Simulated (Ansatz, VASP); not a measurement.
# C (Graphite) in two plane-wave programs, part 2 of 3

Wanted: the spread between two codes on one cell, functional and k mesh.  The cell comes out of the VASP series on this material, whose earlier steps may have relaxed, scaled or displaced it; both programs get it as it stands.

VASP 6.6.1 and Ansatz 0.2.0.

So far: Set-up; Ansatz: zone-centre phonons, r2SCAN.

**3. VASP: zone-centre phonons, r2SCAN**

Level of this step: r2SCAN; plane waves and PAW (C) (VASP).

The same cell, functional, mesh and smearing now go to VASP, with its own data sets and cutoff.

Lines of VASP's logs that name or quote its potential files are left out, and so is its time.

The input, INCAR:

```
SYSTEM = C
PREC = Accurate
ENCUT = 520
EDIFF = 1E-08
NELM = 100
ISMEAR = 0
SIGMA = 0.05
LREAL = .FALSE.
ALGO = Normal
METAGGA = R2SCAN
LASPH = .TRUE.
NBANDS = 14
LORBIT = 11
LWAVE = .FALSE.
LCHARG = .FALSE.
KPAR = 4
IBRION = 6
NFREE = 2
POTIM = 0.015
ISIF = 2
NSW = 1
```

The input, POSCAR:

```
C
1.0
    2.4577244844      0.0000000000      0.0000000000
   -1.2288622422      2.1284518390      0.0000000000
    0.0000000000      0.0000000000      7.0433122911
C
4
Direct
    0.0000000000      0.0000000000      0.2500000000
    0.0000000000      0.0000000000      0.7500000000
    0.3333333333      0.6666666667      0.2500000000
    0.6666666667      0.3333333333      0.7500000000
```

The input, KPOINTS:

```
Automatic mesh
0
Gamma
20 20 6
0 0 0
```

The projector-augmented-wave data sets are C (PBE family, release 64).

Run with:

```console
> mpirun -np 4 vasp_std
```

Numbers of over 12 decimals in the logs are rounded to 6 here.

Log:

```text
[banner, memory and clock lines left out]
running    4 mpi-ranks, on    1 nodes
 distrk:  each k-point on    1 cores,    4 groups
 distr:  one band on    1 cores,    1 groups

 POSCAR found type information on POSCAR C
 POSCAR found :  1 types and       4 ions
|                                                                             |
|               ----> ADVICE to this user running VASP <----                  |
|                                                                             |
|     You enforced a specific xc type in the INCAR file but a different       |
|     [... a line on the potential file left out ...]
|     I HOPE YOU KNOW WHAT YOU ARE DOING!                                     |
|                                                                             |

 LDA part: xc-table for (None), standard interpolation
 POSCAR, INCAR and KPOINTS ok, starting setup
 FFT: planning ... GRIDC
 FFT: planning ... GRID_SOFT
 FFT: planning ... GRID
 WAVECAR not read
 entering main loop
       N       E                     dE             d eps       ncg     rms          rms(c)
DAV:   1     0.352434367501E+02    0.35243E+02   -0.81927E+03  4936   0.107E+03
DAV:   2    -0.422645696966E+02   -0.77508E+02   -0.70562E+02  6798   0.211E+02
DAV:   3    -0.455087456573E+02   -0.32442E+01   -0.32229E+01  6380   0.416E+01
DAV:   4    -0.455427579354E+02   -0.34012E-01   -0.33986E-01  6096   0.494E+00
DAV:   5    -0.455434534761E+02   -0.69554E-03   -0.69527E-03  6442   0.673E-01    0.827E+00
DAV:   6    -0.402061051494E+02    0.53373E+01   -0.10758E+00  5402   0.730E+00    0.587E+00
DAV:   7    -0.397437532662E+02    0.46235E+00   -0.12405E+00  5444   0.752E+00    0.186E+00
DAV:   8    -0.397514247126E+02   -0.76714E-02   -0.36094E-02  6116   0.131E+00    0.662E-01
DAV:   9    -0.397537190744E+02   -0.22944E-02   -0.16718E-03  5374   0.346E-01    0.409E-02
DAV:  10    -0.397537794562E+02   -0.60382E-04   -0.32686E-05  6362   0.504E-02    0.325E-02
DAV:  11    -0.397537948911E+02   -0.15435E-04   -0.84101E-06  5384   0.235E-02    0.129E-03
DAV:  12    -0.397537949757E+02   -0.84563E-07   -0.22154E-07  6594   0.359E-03    0.103E-03
DAV:  13    -0.397537949129E+02    0.62801E-07   -0.84323E-09  4440   0.798E-04    0.642E-04
DAV:  14    -0.397537947860E+02    0.12692E-06   -0.59973E-09  4306   0.783E-04    0.107E-04
DAV:  15    -0.397537947918E+02   -0.58744E-08   -0.38992E-10  3466   0.194E-04
   1 F= -.39753795E+02 E0= -.39753795E+02  d E =-.318004E-16
[... from here on, the cycles between the ionic steps are left out ...]
   2 F= -.39747451E+02 E0= -.39747451E+02  d E =-.361746E-14
   3 F= -.39747451E+02 E0= -.39747451E+02  d E =-.358499E-14
   4 F= -.39751837E+02 E0= -.39751837E+02  d E =-.290556E-16
   5 F= -.39751837E+02 E0= -.39751837E+02  d E =-.290553E-16
   6 F= -.39747456E+02 E0= -.39747456E+02  d E =-.151980E-15
   7 F= -.39747456E+02 E0= -.39747456E+02  d E =-.148209E-15
   8 F= -.39751839E+02 E0= -.39751839E+02  d E =-.280135E-16
 Finite differences progress:
  Degree of freedom:   4/  4
  Displacement:        1/  2
  Total:               7/  8
 bond charge predicted
       N       E                     dE             d eps       ncg     rms          rms(c)
DAV:   1    -0.397481992548E+02    0.36397E-02   -0.16392E+00  6794   0.996E+00    0.253E-01
DAV:   2    -0.397518990356E+02   -0.36998E-02   -0.11766E-02  7766   0.104E+00    0.155E-01
DAV:   3    -0.397518192104E+02    0.79825E-04   -0.92255E-04  8636   0.305E-01    0.301E-02
DAV:   4    -0.397518336498E+02   -0.14439E-04   -0.22037E-04  7754   0.111E-01    0.159E-02
DAV:   5    -0.397518385063E+02   -0.48565E-05   -0.67100E-06  8276   0.250E-02    0.469E-03
DAV:   6    -0.397518389556E+02   -0.44931E-06   -0.76016E-07  8174   0.862E-03    0.123E-03
DAV:   7    -0.397518389761E+02   -0.20462E-07   -0.58688E-08  7754   0.213E-03    0.318E-04
DAV:   8    -0.397518389781E+02   -0.20561E-08   -0.86005E-09  5728   0.794E-04
   9 F= -.39751839E+02 E0= -.39751839E+02  d E =-.279964E-16
 Finite differences progress:
  Degree of freedom:   4/  4
  Displacement:        2/  2
  Total:               8/  8
```

OUTCAR, selected parts (step 3):

```text
ion  position               nearest neighbor table
   1  0.000  0.000  0.250-   3 1.42   3 1.42   3 1.42
   2  0.000  0.000  0.750-   4 1.42   4 1.42   4 1.42
   3  0.333  0.667  0.250-   1 1.42   1 1.42   1 1.42
   4  0.667  0.333  0.750-   2 1.42   2 1.42   2 1.42

  LATTYP: Found a hexagonal cell.
 ALAT       =     2.4577244844
 C/A-ratio  =     2.8657859479

 Subroutine GETGRP returns: Found 24 space group operations
 (whereof 12 operations were pure point group operations)

The static configuration has the point symmetry D_3d.
 The point group associated with its full space group is D_6h.

 Found    176 irreducible k-points:

   k-points           NKPTS =    176   k-points in BZ     NKDIM =    176   number of bands    NBANDS=     14

   dimension x,y,z NGX =    18 NGY =   18 NGZ =   54
   dimension x,y,z NGXF=    36 NGYF=   36 NGZF=  108

   ENCUT  =  520.0 eV  38.22 Ry    6.18 a.u.   4.57  4.57 13.10*2*pi/ulx,y,z

   NELECT =      16.0000    total number of electrons

 k-points in reciprocal lattice and weights: Automatic mesh
   0.00000000  0.00000000  0.00000000       0.000
   0.05000000  0.00000000  0.00000000       0.003
   0.10000000  0.00000000  0.00000000       0.003
   0.15000000  0.00000000  0.00000000       0.003
   0.20000000  0.00000000  0.00000000       0.003
   0.25000000  0.00000000  0.00000000       0.003
   0.30000000  0.00000000  0.00000000       0.003
   0.35000000  0.00000000  0.00000000       0.003
   0.40000000  0.00000000  0.00000000       0.003
[...]
13      13.2722      0.00000
    ...

 k-point     3 :       0.1000    0.0000    0.0000
  band No.  band energies     occupation
    ...
      4      -2.7257      2.00000
      5       0.0463      2.00000
      6       0.0716      2.00000
      7       0.5335      2.00000
      8       0.5533      2.00000
      9       8.5918      0.00000
     10      13.0403      0.00000
     11      13.1152      0.00000
     12      14.0193      0.00000
     13      14.0538      0.00000
    ...

 k-point     4 :       0.1500    0.0000    0.0000
  band No.  band energies     occupation
    ...
      4      -2.3656      2.00000
      5      -1.0283      2.00000
      6      -0.9907      2.00000
      7       0.0154      2.00000
      8       0.0399      2.00000
      9       8.9731      0.00000
     10      12.9945      0.00000
     11      13.1164      0.00000
     12      14.6002      0.00000
     13      14.7657      0.00000
    ...

 k-point     5 :       0.2000    0.0000    0.0000
  band No.  band energies     occupation
    ...
      4      -2.3109      2.00000
      5      -2.2598      2.00000
      6      -1.8675      2.00000
      7      -0.5567      2.00000
      8      -0.5286      2.00000
      9       9.5060      0.00000
     10      12.8405      0.00000
     11      13.0138      0.00000
     12      13.3455      0.00000
     13      13.7236      0.00000
    ...

  Total        0.0179313      0.0179313     -0.0157826      0.0000000      0.0000000      0.0000000
  in kB        0.7797395      0.7797395     -0.6863037      0.0000000      0.0000000      0.0000000
  external PRESSURE =       0.2910584 kB  Pullay stress =       0.0000000 kB

  energy-cutoff  :      520.00
  volume of cell :       36.84
      direct lattice vectors                 reciprocal lattice vectors
     2.457724484  0.000000000  0.000000000     0.406880432  0.234912527  0.000000000
    -1.228862242  2.128451839  0.000000000     0.000000000  0.469825054  0.000000000
     0.000000000  0.000000000  7.043312291     0.000000000  0.000000000  0.141978654

 POSITION                                       TOTAL-FORCE (eV/Angst)
 -----------------------------------------------------------------------------------
      0.00000      0.00000      1.76083         0.000000      0.000000     -0.257502
      0.00000      0.00000      5.28248        -0.000000      0.000000     -0.001978
     -0.00000      1.41897      1.74583        -0.000000     -0.000000      0.260753
      1.22886      0.70948      5.28248         0.000000     -0.000000     -0.001273
 -----------------------------------------------------------------------------------
    total drift:                                0.000000      0.000000      0.000457

  FREE ENERGIE OF THE ION-ELECTRON SYSTEM (eV)
  ---------------------------------------------------
  free  energy   TOTEN  =       -39.7518389781 eV

  energy  without entropy=      -39.7518389781  energy(sigma->0) =      -39.75183898

 Eigenvectors and eigenvalues of the dynamical matrix
 ----------------------------------------------------

   1 f  =   47.976555 THz   301.445586 2PiTHz 1600.325617 cm-1   198.414999 meV
             X         Y         Z           dx          dy          dz
      0.000000  0.000000  1.760828    -0.000006    0.499999    0.000000
      0.000000  0.000000  5.282484    -0.000006    0.499999   -0.000000
     -0.000000  1.418968  1.760828     0.000006   -0.500001   -0.000000
      1.228862  0.709484  5.282484     0.000006   -0.500001    0.000000

   2 f  =   47.976555 THz   301.445586 2PiTHz 1600.325617 cm-1   198.414999 meV
             X         Y         Z           dx          dy          dz
      0.000000  0.000000  1.760828    -0.499999   -0.000006    0.000000
      0.000000  0.000000  5.282484    -0.499999   -0.000006    0.000000
     -0.000000  1.418968  1.760828     0.500001    0.000006    0.000000
      1.228862  0.709484  5.282484     0.500001    0.000006    0.000000

   3 f  =   47.825808 THz   300.498413 2PiTHz 1595.297234 cm-1   197.791560 meV
             X         Y         Z           dx          dy          dz
      0.000000  0.000000  1.760828    -0.000004    0.500198   -0.000000
      0.000000  0.000000  5.282484     0.000004   -0.500198    0.000000
     -0.000000  1.418968  1.760828     0.000004   -0.499801   -0.000000
      1.228862  0.709484  5.282484    -0.000004    0.499801   -0.000000

   4 f  =   47.825808 THz   300.498413 2PiTHz 1595.297234 cm-1   197.791560 meV
             X         Y         Z           dx          dy          dz
      0.000000  0.000000  1.760828    -0.500198   -0.000004   -0.000000
      0.000000  0.000000  5.282484     0.500198    0.000004   -0.000000
     -0.000000  1.418968  1.760828     0.499801    0.000004   -0.000000
      1.228862  0.709484  5.282484    -0.499801   -0.000004   -0.000000

   5 f  =   26.549897 THz   166.817922 2PiTHz  885.609233 cm-1   109.801501 meV
             X         Y         Z           dx          dy          dz
      0.000000  0.000000  1.760828    -0.000000    0.000000   -0.500335
      0.000000  0.000000  5.282484     0.000000   -0.000000   -0.500335
     -0.000000  1.418968  1.760828    -0.000000   -0.000000    0.499665
      1.228862  0.709484  5.282484     0.000000   -0.000000    0.499665

   6 f  =   26.483652 THz   166.401693 2PiTHz  883.399540 cm-1   109.527534 meV
             X         Y         Z           dx          dy          dz
      0.000000  0.000000  1.760828    -0.000000   -0.000000   -0.499529
      0.000000  0.000000  5.282484     0.000000    0.000000    0.499529
     -0.000000  1.418968  1.760828    -0.000000    0.000000    0.500470
      1.228862  0.709484  5.282484     0.000000    0.000000   -0.500470

   7 f  =    2.847333 THz    17.890324 2PiTHz   94.976820 cm-1    11.775620 meV
             X         Y         Z           dx          dy          dz
      0.000000  0.000000  1.760828     0.000000   -0.000000   -0.500470
      0.000000  0.000000  5.282484    -0.000000    0.000000    0.500470
     -0.000000  1.418968  1.760828     0.000000   -0.000000   -0.499529
      1.228862  0.709484  5.282484    -0.000000    0.000000    0.499529

   8 f  =    0.897166 THz     5.637060 2PiTHz   29.926234 cm-1     3.710378 meV
             X         Y         Z           dx          dy          dz
      0.000000  0.000000  1.760828    -0.025057   -0.499173    0.000000
      0.000000  0.000000  5.282484     0.025057    0.499173    0.000000
     -0.000000  1.418968  1.760828    -0.025077   -0.499569    0.000000
      1.228862  0.709484  5.282484     0.025077    0.499569    0.000000

   9 f  =    0.897166 THz     5.637060 2PiTHz   29.926234 cm-1     3.710378 meV
             X         Y         Z           dx          dy          dz
      0.000000  0.000000  1.760828     0.499173   -0.025057   -0.000000
      0.000000  0.000000  5.282484    -0.499173    0.025057   -0.000000
     -0.000000  1.418968  1.760828     0.499569   -0.025077   -0.000000
      1.228862  0.709484  5.282484    -0.499569    0.025077   -0.000000

  10 f/i=    0.000116 THz     0.000728 2PiTHz    0.003863 cm-1     0.000479 meV
             X         Y         Z           dx          dy          dz
      0.000000  0.000000  1.760828    -0.208098   -0.454639   -0.000000
      0.000000  0.000000  5.282484    -0.208098   -0.454639   -0.000000
     -0.000000  1.418968  1.760828    -0.208097   -0.454637   -0.000000
      1.228862  0.709484  5.282484    -0.208097   -0.454637   -0.000000

  11 f/i=    0.000116 THz     0.000728 2PiTHz    0.003863 cm-1     0.000479 meV
             X         Y         Z           dx          dy          dz
      0.000000  0.000000  1.760828    -0.454639    0.208098   -0.000000
      0.000000  0.000000  5.282484    -0.454639    0.208098   -0.000000
     -0.000000  1.418968  1.760828    -0.454637    0.208097   -0.000000
      1.228862  0.709484  5.282484    -0.454637    0.208097   -0.000000

  12 f/i=    0.017804 THz     0.111865 2PiTHz    0.593874 cm-1     0.073631 meV
             X         Y         Z           dx          dy          dz
      0.000000  0.000000  1.760828     0.000000    0.000000   -0.499665
      0.000000  0.000000  5.282484     0.000000    0.000000   -0.499665
     -0.000000  1.418968  1.760828     0.000000    0.000000   -0.500335
      1.228862  0.709484  5.282484     0.000000    0.000000   -0.500335

 ELASTIC MODULI CONTR FROM IONIC RELAXATION (kBar)
 Direction    XX          YY          ZZ          XY          YZ          ZX
 --------------------------------------------------------------------------------
 XX        -205.3924    205.3924      0.0000      0.0000     -0.0000     -0.0000
 YY         205.3924   -205.3924     -0.0000     -0.0000      0.0000      0.0000
 ZZ           0.0000     -0.0000     -0.0000     -0.0000      0.0000      0.0000
 XY           0.0000     -0.0000     -0.0000   -205.3924     -0.0000     -0.0000
 YZ          -0.0000      0.0000      0.0000     -0.0000     -0.0000     -0.0000
 ZX          -0.0000      0.0000      0.0000     -0.0000     -0.0000     -0.0000
 --------------------------------------------------------------------------------

 total charge
# of ion       s       p       d       tot
------------------------------------------
    1        0.879   1.784   0.000   2.662
    2        0.879   1.784   0.000   2.662
    3        0.878   1.786   0.000   2.665
    4        0.878   1.786   0.000   2.665
--------------------------------------------------
tot          3.514   7.140   0.000  10.654

[... 1 further part left out ...]
```

The last energy, forces, stress and levels in OUTCAR belong to the last displaced cell, not to the cell of POSCAR.

**4. Comparison**

Known differences besides the PAW data sets themselves: VASP keeps PBE cores, Ansatz makes them for the functional; the cutoff is 500 eV in Ansatz and 520 eV in VASP; VASP uses finite displacements, Ansatz perturbation theory. Total energies have different zeros and are not compared.

The two programs side by side:

| quantity | Ansatz | VASP | difference |
| --- | --- | --- | --- |
| mode 4 to 5 (cm⁻¹) | 34.3 | 29.9 | +4.3 |
| mode 6 (cm⁻¹) | 95.0 | 95.0 | +0.00 % |
| mode 7 (cm⁻¹) | 887.8 | 883.4 | +0.50 % |
| mode 8 (cm⁻¹) | 889.7 | 885.6 | +0.46 % |
| mode 9 to 10 (cm⁻¹) | 1593.4 | 1595.3 | -0.12 % |
| mode 11 to 12 (cm⁻¹) | 1598.5 | 1600.3 | -0.11 % |

[end of part 2 of 3]

[Lines on the potential files, build, host, timing and source positions are cut from VASP's logs without a mark.]

[Logs are printed without paths, hosts, clocks, repeated set-up lines and the standing remarks that a program may print on its own settings, such as how far it seeks lower states.]

[Hosts, paths, dates, database ids (printed as entryN), source tags and the programs' standing remarks are cut or masked in the printed files.]
